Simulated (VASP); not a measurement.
OSZICAR of a VASP run on SrVO₃ (cubic perovskite):

File OSZICAR:
```
       N       E                     dE             d eps       ncg     rms          rms(c)
DAV:   1     0.463764907134E+03    0.46376E+03   -0.24121E+04  1680   0.177E+03
DAV:   2    -0.147790320357E+02   -0.47854E+03   -0.47493E+03  2224   0.482E+02
DAV:   3    -0.409073783431E+02   -0.26128E+02   -0.26045E+02  1712   0.126E+02
DAV:   4    -0.417297568418E+02   -0.82238E+00   -0.82188E+00  3040   0.190E+01
DAV:   5    -0.417357098671E+02   -0.59530E-02   -0.59504E-02  1992   0.149E+00    0.339E+01
DAV:   6    -0.318060220304E+02    0.99297E+01   -0.12934E+02  2136   0.761E+01    0.226E+01
DAV:   7    -0.302851229477E+02    0.15209E+01   -0.57297E+01  1976   0.649E+01    0.172E+01
DAV:   8    -0.292932402843E+02    0.99188E+00   -0.31109E+00  1720   0.145E+01    0.885E+00
DAV:   9    -0.290595685931E+02    0.23367E+00   -0.35943E+00  1984   0.141E+01    0.368E+00
DAV:  10    -0.289852809459E+02    0.74288E-01   -0.14224E+00  1920   0.980E+00    0.193E+00
DAV:  11    -0.289550319936E+02    0.30249E-01   -0.11709E-01  1880   0.286E+00    0.375E-01
DAV:  12    -0.289553718491E+02   -0.33986E-03   -0.26367E-02  2088   0.975E-01    0.246E-01
DAV:  13    -0.289547014134E+02    0.67044E-03   -0.46479E-03  1928   0.540E-01    0.113E-01
DAV:  14    -0.289546758727E+02    0.25541E-04   -0.26496E-04  1928   0.137E-01    0.428E-02
DAV:  15    -0.289546730793E+02    0.27934E-05   -0.26396E-05  2208   0.357E-02    0.220E-02
DAV:  16    -0.289546732542E+02   -0.17488E-06   -0.33865E-06  2456   0.139E-02    0.104E-02
DAV:  17    -0.289546718623E+02    0.13918E-05   -0.46030E-06  1992   0.147E-02    0.419E-03
DAV:  18    -0.289546717482E+02    0.11410E-06   -0.75074E-07  1984   0.496E-03    0.109E-03
DAV:  19    -0.289546717706E+02   -0.22394E-07   -0.39189E-08   896   0.164E-03
   1 F= -.28954672E+02 E0= -.28953851E+02  d E =-.246263E-02
```

**Question.** Which electronic solver shows in the log?

**Answer.** It is blocked Davidson (ALGO = Normal, or the opening steps of other solvers). The INCAR had ALGO = Normal.

**Question.** How was spin treated?

**Answer.** Without spin polarisation: there is no mag entry.

**Question.** Can the final energy be trusted as converged?

**Answer.** The run converged. It stopped with EDIFF = 1E-7, NELM = 100 (vdW-DF2, plane waves, VASP's PBE PAW potentials (set 64)).

The compound is SrVO3 in the cubic perovskite structure. It was relaxed first, which changed the volume by +7 %. The run is not spin-polarised, so no magnetic state was tried. The electron count is odd and the run is not spin-polarised, which forces a metal.
